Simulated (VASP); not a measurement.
# CsHgH3 (Pm-3m) in VASP: a series of runs

One crystal, CsHgH3, is run at these levels: PBE; tasks: single point.

Everything below comes from runs of VASP 6.6.1. Logs are shortened: lines on timing, memory, paths and dates and some standing lists are left out, and cuts for length are marked.

### Step 1. The crystal as given

It takes space group Pm-3m (No. 221, cubic). The conventional cell has a = 4.319 Å, b = 4.319 Å, c = 4.319 Å, α = 90.00°, β = 90.00°, γ = 90.00°. Cs (site symmetry m-3m) has 12 H at 3.05 Å as nearest neighbours. Hg (site symmetry m-3m) is surrounded by 6 H at 2.16 Å. H (site symmetry 4/mmm) has 2 Hg at 2.16 Å as nearest neighbours.

The cell was built by a generator and needn't be a form met in nature.

### Step 2. Single point, PBE

File INCAR:

```
PREC = Accurate
ENCUT = 520
EDIFF = 1E-6
ISMEAR = 0
SIGMA = 0.1
LREAL = False
LASPH = True
NELM = 60
ALGO = Normal
ISIF = 2
LWAVE = False
LCHARG = False
GGA = PE
NBANDS = 20
```

File KPOINTS:

```
Automatic mesh
0
Gamma
  10 10 10
```

File POSCAR:

```
CsHgH3
1.0
    4.3186098374      0.0000000000      0.0000000000
    0.0000000000      4.3186098374      0.0000000000
    0.0000000000      0.0000000000      4.3186098374
Cs Hg H
1 1 3
Direct
    0.0000000000      0.0000000000      0.0000000000
    0.5000000000      0.5000000000      0.5000000000
    0.0000000000      0.5000000000      0.5000000000
    0.5000000000      0.5000000000      0.0000000000
    0.5000000000      0.0000000000      0.5000000000
```

Potentials or basis: VASP PAW PBE potentials, release 64 (Cs_sv, Hg, H).

Command:

```bash
$ cat potpaw_PBE.64/Cs_sv/POTCAR potpaw_PBE.64/Hg/POTCAR potpaw_PBE.64/H/POTCAR > POTCAR
$ mpirun -np 1 vasp_std > vasp.out
```

OUTCAR:

```text
PREC = Accurate
   ENCUT = 520
   EDIFF = 1E-6
   ISMEAR = 0
   LREAL = False
   LASPH = True
   NELM = 60
   ISIF = 2
   GGA = PE

 ion  position               nearest neighbor table
   1  0.000  0.000  0.000-
   2  0.500  0.500  0.500-   3 2.16   4 2.16   5 2.16   4 2.16   5 2.16   3 2.16
   3  0.000  0.500  0.500-   2 2.16   2 2.16
   4  0.500  0.500  0.000-   2 2.16   2 2.16
   5  0.500  0.000  0.500-   2 2.16   2 2.16

  LATTYP: Found a simple cubic cell.
 ALAT       =     4.3186098374

  Lattice vectors:

 A1 = (   4.3186098374,   0.0000000000,   0.0000000000)
 A2 = (   0.0000000000,   4.3186098374,   0.0000000000)
 A3 = (   0.0000000000,   0.0000000000,   4.3186098374)

Analysis of symmetry for initial positions (statically):
=====================================================================
 Subroutine PRICEL returns:
 Original cell was already a primitive cell.

 Routine SETGRP: Setting up the symmetry group for a
 simple cubic supercell.

 Subroutine GETGRP returns: Found 48 space group operations
 (whereof 48 operations were pure point group operations)
 out of a pool of 48 trial point group operations.

The static configuration has the point symmetry O_h .

Analysis of symmetry for dynamics (positions and initial velocities):
=====================================================================
 Subroutine PRICEL returns:
 Original cell was already a primitive cell.

 Routine SETGRP: Setting up the symmetry group for a
 simple cubic supercell.

 Subroutine GETGRP returns: Found 48 space group operations
 (whereof 48 operations were pure point group operations)
 out of a pool of 48 trial point group operations.

The dynamic configuration has the point symmetry O_h .

 Subroutine INISYM returns: Found 48 space group operations
 (whereof 48 operations are pure point group operations),
 and found     1 'primitive' translations

----------------------------------------------------------------------------------------

                                     Primitive cell

  volume of cell :      80.5438

  direct lattice vectors                    reciprocal lattice vectors
     4.318609837  0.000000000  0.000000000     0.231555995  0.000000000  0.000000000
     0.000000000  4.318609837  0.000000000     0.000000000  0.231555995  0.000000000
     0.000000000  0.000000000  4.318609837     0.000000000  0.000000000  0.231555995

  length of vectors
     4.318609837  4.318609837  4.318609837     0.231555995  0.231555995  0.231555995

  position of ions in fractional coordinates (direct lattice)
     0.000000000  0.000000000  0.000000000
     0.500000000  0.500000000  0.500000000
     0.000000000  0.500000000  0.500000000
     0.500000000  0.500000000  0.000000000
     0.500000000  0.000000000  0.500000000

  ion indices of the primitive-cell ions
   primitive index   ion index
                 1           1
                 2           2
                 3           3
                 4           4
                 5           5

----------------------------------------------------------------------------------------

 KPOINTS: Automatic mesh

Automatic generation of k-mesh.
 Grid dimensions read from file:
 generate k-points for:   10   10   10

 Generating k-lattice:

  Cartesian coordinates                     Fractional coordinates (reciprocal lattice)
     0.023155600  0.000000000  0.000000000     0.100000000  0.000000000  0.000000000
     0.000000000  0.023155600  0.000000000     0.000000000  0.100000000  0.000000000
     0.000000000  0.000000000  0.023155600     0.000000000  0.000000000  0.100000000

  Length of vectors
     0.023155600  0.023155600  0.023155600

  Shift w.r.t. Gamma in fractional coordinates (k-lattice)
     0.000000000  0.000000000  0.000000000

 Subroutine IBZKPT returns following result:
 ===========================================

 Found     56 irreducible k-points:

 Following reciprocal coordinates:
            Coordinates               Weight
  0.000000  0.000000  0.000000      1.000000
  0.100000  0.000000  0.000000      6.000000
  0.200000  0.000000  0.000000      6.000000
  0.300000  0.000000  0.000000      6.000000
  0.400000  0.000000  0.000000      6.000000
  0.500000  0.000000  0.000000      3.000000
[... 16 lines left out ...]
  0.200000  0.100000  0.100000     24.000000
  0.300000  0.100000  0.100000     24.000000
 [... further k-points ...]
   k-points           NKPTS =     56   k-points in BZ     NKDIM =     56   number of bands    NBANDS=     20
   number of dos      NEDOS =    301   number of ions     NIONS =      5
   total plane-waves  NPLWV =  32768
   dimension x,y,z NGX =    32 NGY =   32 NGZ =   32
   dimension x,y,z NGXF=    64 NGYF=   64 NGZF=   64
   ions per type =               1   1   3
   NGX,Y,Z   is equivalent  to a cutoff of  12.32, 12.32, 12.32 a.u.
   NGXF,Y,Z  is equivalent  to a cutoff of  24.64, 24.64, 24.64 a.u.
 SYSTEM =  unknown system
   PREC   = accura    normal or accurate (medium, high low for compatibility)
   ISTART =      0    job   : 0-new  1-cont  2-samecut
   ICHARG =      2    charge: 1-file 2-atom 10-const
   ISPIN  =      1    spin polarized calculation?
   LNONCOLLINEAR =      F non collinear calculations
   LSORBIT =      F    spin-orbit coupling
   LASPH  =      T    aspherical Exc in radial PAW
   ENCUT  =  520.0 eV  38.22 Ry    6.18 a.u.   8.03  8.03  8.03*2*pi/ulx,y,z
   NELM   =     60;   NELMIN=  2; NELMDL= -5     # of ELM steps
   EDIFF  = 0.1E-05   stopping-criterion for ELM
   LREAL  =      F    real-space projection
   EDIFFG = 0.1E-04   stopping-criterion for IOM
   NSW    =      0    number of steps for IOM
   IBRION =     -1    ionic relax: 0-MD 1-quasi-New 2-CG
   NFREE  =      0    steps in history (QN), initial steepest desc. (CG)
   ISIF   =      2    stress and relaxation
   ISYM   =      2    0-nonsym 1-usesym 2-fastsym
   POTIM  = 0.5000    time-step for ionic-motion
   TEBEG  =    0.0;   TEEND  =   0.0 temperature during run
   PSTRESS=    0.0 pullay stress
   NELECT =      24.0000    total number of electrons
   NUPDOWN=      -1.0000    fix difference up-down
   EMIN   =  10.00;   EMAX   =-10.00  energy-range for DOS
   EFERMI =   0.00;   METHOD = LEGACY
   ISMEAR =     0;   SIGMA  =   0.10  broadening in eV -4-tet -1-fermi 0-gaus
   EFERMI_NEDOS =   21; number of points for ismear=-14 and -15
   IALGO  =     38    algorithm
   IMIX   =      4    mixing-type and parameters
     AMIX     =   0.40;   BMIX     =  1.00
     AMIX_MAG =   1.60;   BMIX_MAG =  1.00
  volume/ion in A,a.u.               =      16.11       108.71
  Fermi-wavevector in a.u.,A,eV,Ry     =   1.093456  2.066332 16.267749  1.195646
  Thomas-Fermi vector in A             =   2.229742
   LORBIT       =      0    0 simple, 1 ext, 2 COOP (PROOUT), +10 PAW based schemes
   GGA     = PE    functional components
   LHFCALC =     F    Hartree Fock is set to
   AEXX    =    0.0000 exact exchange contribution
   IVDW    =     0    specifies the selected vdW correction
   LEPSILON=     F    determine dielectric tensor
   LRPA    =     F    only Hartree local field effects (RPA)
 non-spin polarized calculation
 Gauss-broadening in eV      SIGMA  =   0.10
  energy-cutoff  :      520.00
  volume of cell :       80.54
 maximum number of plane-waves:      2224
   NGX = 17   NGY = 17   NGZ = 17

 number of electron      24.0000003 magnetization

 Free energy of the ion-electron system (eV)
  ---------------------------------------------------
  ext. energy  EPLUGINS =         0.00000000
  ---------------------------------------------------
  free energy    TOTEN  =       -10.50578018 eV

  energy without entropy =      -10.50061919  energy(sigma->0) =      -10.50319968

 E-fermi :   1.6008     XC(G=0):  -9.2761

 val. band max:        1.5962146538   @ k =   0.4000   0.3000   0.3000
 cond. band min:       1.6016713574   @ k =   0.1000   0.1000   0.0000
 fundamental gap:      0.0054567037
 Fermi energy:         1.6007721821

 k-point     1 :       0.0000    0.0000    0.0000
  band No.  band energies     occupation
      1     -19.6450      2.00000
      2      -6.3136      2.00000
      3      -6.3136      2.00000
      4      -6.3136      2.00000
      5      -5.8720      2.00000
      6      -5.8720      2.00000
[... 12 lines left out ...]
     19       9.3505      0.00000
     20       9.3505      0.00000

 k-point     2 :       0.1000    0.0000    0.0000
  band No.  band energies     occupation
      1     -19.6397      2.00000
      2      -6.6082      2.00000
      3      -6.3175      2.00000
      4      -6.3175      2.00000
      5      -5.8685      2.00000
      6      -5.7896      2.00000
[... 12 lines left out ...]
     19       9.3669      0.00000
     20       9.3886      0.00000

 k-point     3 :       0.2000    0.0000    0.0000
  band No.  band energies     occupation
      1     -19.6257      2.00000
      2      -7.0483      2.00000
      3      -6.3275      2.00000
      4      -6.3275      2.00000
      5      -5.8592      2.00000
      6      -5.6071      2.00000
[... 12 lines left out ...]
     19       9.3672      0.00000
     20       9.5867      0.00000

 k-point     4 :       0.3000    0.0000    0.0000
  band No.  band energies     occupation
      1     -19.6083      2.00000
      2      -7.4191      2.00000
      3      -6.3399      2.00000
      4      -6.3399      2.00000
      5      -5.8476      2.00000
      6      -5.3807      2.00000
[... 429 lines left out ...]
 k-point    23 :       0.2000    0.1000    0.1000
  band No.  band energies     occupation
      1     -19.6157      2.00000
      2      -7.0265      2.00000
      3      -6.4876      2.00000
      4      -6.4374      2.00000
      5      -5.7491      2.00000
      6      -5.5642      2.00000
[... 12 lines left out ...]
     19       9.0740      0.00000
     20       9.6496      0.00000

 k-point    24 :       0.3000    0.1000    0.1000
  band No.  band energies     occupation
      1     -19.5988      2.00000
      2      -7.3451      2.00000
      3      -6.4506      2.00000
      4      -6.4276      2.00000
      5      -5.7627      2.00000
      6      -5.3620      2.00000
[... 12 lines left out ...]
     19       9.1316      0.00000
     20      10.1654      0.00000

 [... further k-points ...]

------------------------ aborting loop because EDIFF is reached ----------------------------------------

  FORCE on cell =-STRESS in cart. coord.  units (eV):
  Direction    XX          YY          ZZ          XY          YZ          ZX
  --------------------------------------------------------------------------------------
  -------------------------------------------------------------------------------------
  Total        0.0776369      0.0776369      0.0776369      0.0000000      0.0000000     -0.0000000
  in kB        1.5443544      1.5443544      1.5443544      0.0000000      0.0000000     -0.0000000
  external PRESSURE =       1.5443544 kB  Pullay stress =       0.0000000 kB

 VOLUME and BASIS-vectors are now :
 -----------------------------------------------------------------------------
  energy-cutoff  :      520.00
  volume of cell :       80.54
      direct lattice vectors                 reciprocal lattice vectors
     4.318609837  0.000000000  0.000000000     0.231555995  0.000000000  0.000000000
     0.000000000  4.318609837  0.000000000     0.000000000  0.231555995  0.000000000
     0.000000000  0.000000000  4.318609837     0.000000000  0.000000000  0.231555995

 POSITION                                       TOTAL-FORCE (eV/Angst)
 -----------------------------------------------------------------------------------
      0.00000      0.00000      0.00000         0.000000      0.000000      0.000000
      2.15930      2.15930      2.15930         0.000000      0.000000      0.000000
      0.00000      2.15930      2.15930         0.000000      0.000000      0.000000
      2.15930      2.15930      0.00000         0.000000      0.000000      0.000000
      2.15930      0.00000      2.15930         0.000000      0.000000      0.000000
 -----------------------------------------------------------------------------------
    total drift:                                0.000000     -0.000000     -0.000000

  FREE ENERGIE OF THE ION-ELECTRON SYSTEM (eV)
  ---------------------------------------------------
  free  energy   TOTEN  =       -10.5057801787 eV

  energy  without entropy=      -10.5006191897  energy(sigma->0) =      -10.50319968
```

Wall time 34 s (1 thread of Intel Xeon Platinum 8559C (Emerald Rapids), shared host); peak memory 0.23 GiB.

What came out:

* Free energy: -10.5058 eV
* Pressure: 0.2 GPa
* Band gap on the k mesh: none (metal or under the smearing width)

### Step 3. Single point, PBE

File INCAR:

```
SYSTEM = CsHgH3
PREC = Accurate
ENCUT = 520
EDIFF = 1E-7
ISMEAR = 0
SIGMA = 0.1
LREAL = .False.
LASPH = .True.
NELM = 80
ALGO = Normal
ISIF = 2
LWAVE = .False.
LCHARG = .False.
GGA = PE
NBANDS = 20
```

File KPOINTS:

```
Automatic mesh
0
Gamma
  10 10 10
  0 0 0
```

POSCAR is that of step 2.

Potentials or basis: VASP PAW PBE potentials, release 64 (Cs_sv, Hg, H).

Command:

```bash
$ cat potpaw_PBE.64/Cs_sv/POTCAR potpaw_PBE.64/Hg/POTCAR potpaw_PBE.64/H/POTCAR > POTCAR
$ mpirun -np 1 vasp_std > vasp.out
```

Wall time 54 s (1 thread of Intel Xeon Platinum 8559C (Emerald Rapids), shared host); peak memory 0.24 GiB.

It converged, with:

| Property | Result |
| --- | --- |
| Free energy | -10.5058 eV |
| Pressure | 0.2 GPa |
| Band gap on the k mesh | none (metal or under the smearing width) |

Levels at points of the mesh, in eV from the Fermi level:
| k point | band 8 | band 9 | band 10 | band 11 | band 12 | band 13 | band 14 | band 15 | band 16 | band 17 |
| --- | --- | --- | --- | --- | --- | --- | --- | --- | --- | --- |
| (0.00, 0.00, 0.00) | -6.49 | -6.49 | -6.49 | 0.13 | 0.13 | 4.30 | 4.30 | 4.30 | 5.94 | 5.94 |
| (0.50, 0.00, 0.00) | -6.37 | -6.37 | -4.66 | -3.72 | 0.63 | 3.06 | 3.06 | 3.60 | 5.05 | 6.16 |
| (0.50, 0.50, 0.00) | -6.57 | -6.52 | -4.75 | -2.58 | -2.58 | 3.08 | 3.44 | 5.22 | 5.71 | 5.71 |
| (0.50, 0.50, 0.50) | -6.31 | -6.31 | -3.60 | -3.60 | -3.60 | -2.87 | 7.45 | 7.45 | 7.45 | 8.14 |
